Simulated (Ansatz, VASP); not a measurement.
# AlN: VASP beside Ansatz, part 2 of 4

Aim: how closely do two programs agree when they are given the same cell, functional and k mesh? The cell is taken from a series of runs on this material, whose earlier steps may have relaxed, scaled, displaced or heated it; both programs get it as it stands.

VASP 6.6.1 and Ansatz 0.2.0.

So far: The starting structure; Ansatz: zone-centre phonons, LDA, pair 1.

### Step 3. VASP: zone-centre phonons, LDA, pair 1

Level of this step: LDA; plane waves and PAW (N, Al) (VASP).

The same cell, functional (in two slightly different forms) and mesh now go to VASP, with its own data sets.

Lines of VASP's logs that name or quote its potential files are left out, and so is its time.

Contents of INCAR:

```
SYSTEM = AlN
PREC = Accurate
ENCUT = 600
EDIFF = 1E-08
NELM = 120
ISMEAR = 0
SIGMA = 0.01
LREAL = .FALSE.
ALGO = Normal
GGA = PW92
NBANDS = 14
LORBIT = 11
LWAVE = .FALSE.
LCHARG = .FALSE.
ISIF = 2
IBRION = 8
LEPSILON = .TRUE.
LASPH = .TRUE.
GGA_COMPAT = .FALSE.
EFERMI = MIDGAP
KPAR = 2
```

Contents of POSCAR:

```
AlN
1.0
    3.0501824983      0.0000000000      0.0000000000
   -1.5250912491      2.6415355297      0.0000000000
    0.0000000000      0.0000000000      4.8658111600
N Al
2 2
Direct
    0.3333333334      0.6666666668      0.3814637876
    0.6666666668      0.3333333334      0.8814637876
    0.3333333334      0.6666666668      0.9985362124
    0.6666666668      0.3333333334      0.4985362124
```

Contents of KPOINTS:

```
Automatic mesh
0
Gamma
9 9 6
0 0 0
```

Potentials, in the order of the species: N and Al (LDA family, release 64).

On the command line:

```
$ mpirun -np 2 vasp_std
```

What it wrote:

```text
[banner, memory and clock lines left out]
running    2 mpi-ranks, on    1 nodes
 distrk:  each k-point on    1 cores,    2 groups
 distr:  one band on    1 cores,    1 groups

 POSCAR found type information on POSCAR N Al
 POSCAR found :  2 types and       4 ions
|                                                                             |
|               ----> ADVICE to this user running VASP <----                  |
|                                                                             |
|     You enforced a specific xc type in the INCAR file but a different       |
|     [... a line on the potential file left out ...]
|     I HOPE YOU KNOW WHAT YOU ARE DOING!                                     |
|                                                                             |

 LDA part: xc-table for (Slater(with rela. corr.)+PW92), standard interpolation
 POSCAR, INCAR and KPOINTS ok, starting setup
 FFT: planning ... GRIDC
 FFT: planning ... GRID_SOFT
 FFT: planning ... GRID
 WAVECAR not read
 entering main loop
       N       E                     dE             d eps       ncg     rms          rms(c)
DAV:   1     0.486733346296E+02    0.48673E+02   -0.81422E+03  1344   0.114E+03
DAV:   2    -0.345593570833E+02   -0.83233E+02   -0.76218E+02  1924   0.208E+02
DAV:   3    -0.381545654232E+02   -0.35952E+01   -0.35798E+01  1824   0.441E+01
DAV:   4    -0.381746429336E+02   -0.20078E-01   -0.20076E-01  1488   0.408E+00
DAV:   5    -0.381748388372E+02   -0.19590E-03   -0.19589E-03  1830   0.396E-01    0.127E+01
DAV:   6    -0.329239619743E+02    0.52509E+01   -0.14325E+01  1572   0.281E+01    0.456E+00
DAV:   7    -0.328707799186E+02    0.53182E-01   -0.76810E-01  1626   0.573E+00    0.287E+00
DAV:   8    -0.328160592461E+02    0.54721E-01   -0.85351E-02  1560   0.258E+00    0.410E-01
DAV:   9    -0.328107364502E+02    0.53228E-02   -0.12495E-02  1728   0.802E-01    0.212E-01
DAV:  10    -0.328108956487E+02   -0.15920E-03   -0.75263E-04  1578   0.201E-01    0.104E-01
DAV:  11    -0.328108471030E+02    0.48546E-04   -0.90870E-05  1734   0.791E-02    0.193E-02
DAV:  12    -0.328108466145E+02    0.48856E-06   -0.21255E-06  1662   0.110E-02    0.516E-03
DAV:  13    -0.328108464735E+02    0.14095E-06   -0.66878E-07  1752   0.630E-03    0.576E-04
DAV:  14    -0.328108464772E+02   -0.36358E-08   -0.15773E-08  1418   0.103E-03
   1 F= -.32810846E+02 E0= -.32810846E+02  d E =0.000000E+00
 Linear response reoptimize wavefunctions to high precision
DAV:   1    -0.328108464743E+02    0.29012E-08   -0.63223E-09  1686   0.621E-04
DAV:   2    -0.328108464743E+02   -0.15007E-10   -0.10147E-10   978   0.888E-05
 Linear response G [H, r] |phi>, progress :
  Direction:   1
       N       E                     dE             d eps       ncg     rms
RMM:   1    -0.626755696007E+02   -0.62676E+02    0.89144E+01  3263   0.701E+01
RMM:   2    -0.542121420301E+02    0.84634E+01   -0.35356E+00  2261   0.144E+01
RMM:   3    -0.542283712218E+02   -0.16229E-01   -0.32857E-02  2436   0.130E+00
RMM:   4    -0.542281609054E+02    0.21032E-03   -0.97709E-04  2627   0.169E-01
RMM:   5    -0.542281152621E+02    0.45643E-04   -0.13992E-05  2599   0.269E-02
RMM:   6    -0.542281164901E+02   -0.12280E-05   -0.12431E-05  2689   0.650E-03
RMM:   7    -0.542281167621E+02   -0.27196E-06   -0.17265E-05  2671   0.335E-03
RMM:   8    -0.542281167898E+02   -0.27734E-07   -0.15834E-05  2271   0.284E-03
RMM:   9    -0.542281167756E+02    0.14209E-07   -0.26139E-05  1911   0.277E-03
RMM:  10    -0.542281165440E+02    0.23155E-06   -0.98172E-05  1892   0.278E-03
RMM:  11    -0.542281166756E+02   -0.13155E-06   -0.85258E-05  1822   0.280E-03
 Linear response G [H, r] |phi>, progress :
  Direction:   2
       N       E                     dE             d eps       ncg     rms
RMM:   1    -0.673008967116E+02   -0.67301E+02    0.10078E+01  3108   0.689E+01
RMM:   2    -0.620739606311E+02    0.52269E+01   -0.27166E+00  2242   0.127E+01
RMM:   3    -0.620948554691E+02   -0.20895E-01   -0.19667E-02  2424   0.116E+00
RMM:   4    -0.620953673894E+02   -0.51192E-03   -0.49640E-04  2593   0.153E-01
RMM:   5    -0.620953694755E+02   -0.20861E-05   -0.76306E-05  2602   0.241E-02
RMM:   6    -0.620953704311E+02   -0.95565E-06   -0.74541E-05  2707   0.582E-03
RMM:   7    -0.620953700165E+02    0.41460E-06   -0.70319E-05  2665   0.300E-03
RMM:   8    -0.620953699621E+02    0.54436E-07   -0.69149E-05  2228   0.256E-03
RMM:   9    -0.620953698169E+02    0.14518E-06   -0.63655E-05  1914   0.251E-03
RMM:  10    -0.620953697190E+02    0.97868E-07   -0.66847E-05  1906   0.252E-03
RMM:  11    -0.620953695383E+02    0.18076E-06   -0.56151E-05  1867   0.252E-03
 Linear response G [H, r] |phi>, progress :
  Direction:   3
       N       E                     dE             d eps       ncg     rms
RMM:   1    -0.681616620608E+02   -0.68162E+02    0.31533E+01  3117   0.693E+01
[...]
RMM:   2    -0.406340508798E+00   -0.79404E-02   -0.37870E-03  2282   0.335E-01
RMM:   3    -0.406385800296E+00   -0.45291E-04   -0.38958E-05  2371   0.318E-02
RMM:   4    -0.406386364791E+00   -0.56450E-06   -0.95966E-07  2436   0.406E-03
RMM:   5    -0.406386374814E+00   -0.10023E-07   -0.10844E-07  2327   0.652E-04
RMM:   6    -0.406386374796E+00    0.18786E-10   -0.86319E-08  1699   0.202E-04
[...]
RMM:   3    -0.395403290159E+00    0.10937E-01   -0.68906E-03  2225   0.522E-01    0.547E-01
RMM:   4    -0.408051638421E+00   -0.12648E-01   -0.98452E-03  2251   0.632E-01    0.707E-02
RMM:   5    -0.409793735489E+00   -0.17421E-02   -0.15182E-04  2405   0.920E-02    0.205E-02
RMM:   6    -0.410260869524E+00   -0.46713E-03   -0.11989E-05  2447   0.233E-02    0.557E-03
RMM:   7    -0.410352065971E+00   -0.91196E-04   -0.60925E-07  2459   0.522E-03    0.134E-03
RMM:   8    -0.410377333868E+00   -0.25268E-04   -0.88222E-08  2527   0.109E-03    0.182E-04
RMM:   9    -0.410377930747E+00   -0.59688E-06   -0.65441E-08  2253   0.278E-04    0.298E-05
RMM:  10    -0.410377794286E+00    0.13646E-06   -0.63412E-08  1685   0.159E-04    0.723E-06
 change of polarisation eV/A/(eV/A) component  3 :    -0.061    -0.039     0.770
 dielectric tensor                  component  3 :    -0.283    -0.181     4.553
 Linear response DOF=           4
 Linear response progress:
  Degree of freedom:   1/  4
       N       E                     dE             d eps       ncg     rms          rms(c)
RMM:   1    -0.235042853617E+00   -0.23504E+00    0.20085E-01 13387   0.322E+00
RMM:   2    -0.234575670275E+00    0.46718E-03   -0.34168E-03 11065   0.419E-01    0.196E-01
RMM:   3    -0.235292282811E+00   -0.71661E-03   -0.10789E-03 10407   0.211E-01    0.956E-02
RMM:   4    -0.237171722820E+00   -0.18794E-02   -0.10424E-03 10847   0.193E-01    0.215E-02
RMM:   5    -0.237137539483E+00    0.34183E-04   -0.28523E-05 12426   0.356E-02    0.239E-03
RMM:   6    -0.237178465364E+00   -0.40926E-04   -0.53928E-07 12677   0.447E-03    0.964E-04
RMM:   7    -0.237180781752E+00   -0.23164E-05   -0.64035E-08 12952   0.905E-04    0.880E-05
RMM:   8    -0.237180236935E+00    0.54482E-06    0.49723E-08 13153   0.195E-04    0.367E-05
RMM:   9    -0.237180220497E+00    0.16438E-07    0.69749E-08 13195   0.135E-04    0.310E-06
RMM:  10    -0.237180260588E+00   -0.40091E-07   -0.40248E-08 13238   0.113E-04    0.148E-06
RMM:  11    -0.237180261592E+00   -0.10043E-08   -0.24258E-08 11172   0.108E-04    0.367E-07
 first order change of Fermi-energy  -0.36800E-04
 force on displaced ion       1 direction 1 : -18.722  -0.000  -0.000
 Born effective charge ion    1 direction 1 :  -2.504   0.000   0.000
 Linear response progress:
  Degree of freedom:   2/  4
       N       E                     dE             d eps       ncg     rms          rms(c)
RMM:   1    -0.252636835695E+00   -0.25264E+00    0.21194E-01  3380   0.323E+00
RMM:   2    -0.250769326789E+00    0.18675E-02   -0.30167E-03  2804   0.420E-01    0.200E-01
RMM:   3    -0.250821860490E+00   -0.52534E-04   -0.20545E-03  2771   0.257E-01    0.903E-02
RMM:   4    -0.252127901858E+00   -0.13060E-02   -0.97798E-04  2947   0.166E-01    0.233E-02
RMM:   5    -0.252307521177E+00   -0.17962E-03   -0.34611E-05  3044   0.316E-02    0.643E-03
RMM:   6    -0.252385064680E+00   -0.77544E-04   -0.35273E-06  3190   0.642E-03    0.231E-03
RMM:   7    -0.252378189136E+00    0.68755E-05   -0.21613E-07  3081   0.229E-03    0.465E-04
RMM:   8    -0.252380201888E+00   -0.20128E-05    0.21525E-07  3259   0.422E-04    0.193E-04
RMM:   9    -0.252379694261E+00    0.50763E-06   -0.95920E-08  3234   0.218E-04    0.211E-05
RMM:  10    -0.252379860081E+00   -0.16582E-06   -0.92581E-08  3313   0.961E-05    0.121E-05
RMM:  11    -0.252379848181E+00    0.11900E-07   -0.89864E-08  3309   0.763E-05    0.269E-06
RMM:  12    -0.252379847455E+00    0.72573E-09   -0.13266E-07  3024   0.706E-05    0.122E-06
RMM:  13    -0.252379843965E+00    0.34898E-08   -0.33809E-08  2647   0.695E-05    0.204E-07
 first order change of Fermi-energy   0.88393E+00
 force on displaced ion       1 direction 3 :  -0.000  -0.000 -22.580
 Born effective charge ion    1 direction 3 :   0.000   0.000  -2.673
 Linear response progress:
  Degree of freedom:   3/  4
       N       E                     dE             d eps       ncg     rms          rms(c)
RMM:   1    -0.674477812486E-02   -0.67448E-02    0.19430E-03 16151   0.785E-01
RMM:   2    -0.611615211885E-02    0.62863E-03   -0.28961E-04 11363   0.137E-01    0.972E-02
RMM:   3    -0.599389070855E-02    0.12226E-03   -0.71061E-05 11910   0.627E-02    0.518E-02
RMM:   4    -0.601513849299E-02   -0.21248E-04   -0.64069E-05 11748   0.584E-02    0.825E-03
RMM:   5    -0.601563130144E-02   -0.49281E-06   -0.83982E-07 12409   0.881E-03    0.908E-04
RMM:   6    -0.601567088181E-02   -0.39580E-07    0.10616E-07 12577   0.902E-04    0.396E-04
RMM:   7    -0.601458714680E-02    0.10837E-05   -0.63534E-08 12822   0.497E-04    0.289E-05
RMM:   8    -0.601462970396E-02   -0.42557E-07   -0.14199E-08 13046   0.747E-05    0.171E-05
RMM:   9    -0.601460813113E-02    0.21573E-07    0.23768E-09 13106   0.290E-05    0.160E-06
RMM:  10    -0.601460750752E-02    0.62361E-09    0.15523E-09 12433   0.162E-05    0.693E-07
 first order change of Fermi-energy  -0.40476E-05
 force on displaced ion       3 direction 1 : -18.620  -0.000   0.000
 Born effective charge ion    3 direction 1 :   2.503   0.000  -0.000
 Linear response progress:
  Degree of freedom:   4/  4
       N       E                     dE             d eps       ncg     rms          rms(c)
RMM:   1    -0.182557829794E-01   -0.18256E-01    0.20590E-02  4825   0.133E+00
RMM:   2    -0.121221137318E-01    0.61337E-02   -0.14624E-03  2804   0.348E-01    0.126E-01
RMM:   3    -0.117657441949E-01    0.35637E-03   -0.69537E-04  2897   0.162E-01    0.539E-02
RMM:   4    -0.117020640021E-01    0.63680E-04   -0.23335E-04  3081   0.408E-02    0.283E-02
RMM:   5    -0.116814005058E-01    0.20663E-04   -0.24295E-04  3128   0.339E-02    0.604E-03
RMM:   6    -0.116628019411E-01    0.18599E-04   -0.67517E-05  3143   0.931E-03    0.160E-03
RMM:   7    -0.116561920631E-01    0.66099E-05   -0.45806E-06  3156   0.237E-03    0.610E-04
RMM:   8    -0.116563453550E-01   -0.15329E-06   -0.75151E-07  3189   0.110E-03    0.152E-04
RMM:   9    -0.116563630796E-01   -0.17725E-07   -0.46391E-07  3279   0.222E-04    0.215E-05
RMM:  10    -0.116563354973E-01    0.27582E-07    0.22658E-07  3294   0.430E-05    0.110E-05
RMM:  11    -0.116563469162E-01   -0.11419E-07   -0.10809E-07  3304   0.281E-05    0.134E-06
RMM:  12    -0.116563414608E-01    0.54553E-08   -0.43249E-08  2809   0.204E-05    0.803E-07
 first order change of Fermi-energy  -0.88401E+00
 force on displaced ion       3 direction 3 :  -0.000  -0.000 -23.892
 Born effective charge ion    3 direction 3 :   0.000   0.000   2.673
 Born effective charges drift removed
 Linear response finished
```

[end of part 2 of 4]

[Lines on the potential files, build, host, timing and source positions are cut from VASP's logs without a mark.]

[Logs are printed without paths, hosts, clocks, repeated set-up lines and the standing remarks that a program may print on its own settings, such as how far it seeks lower states.]

[Hosts, paths, dates, database ids (printed as entryN), source tags and the programs' standing remarks are cut or masked in the printed files.]
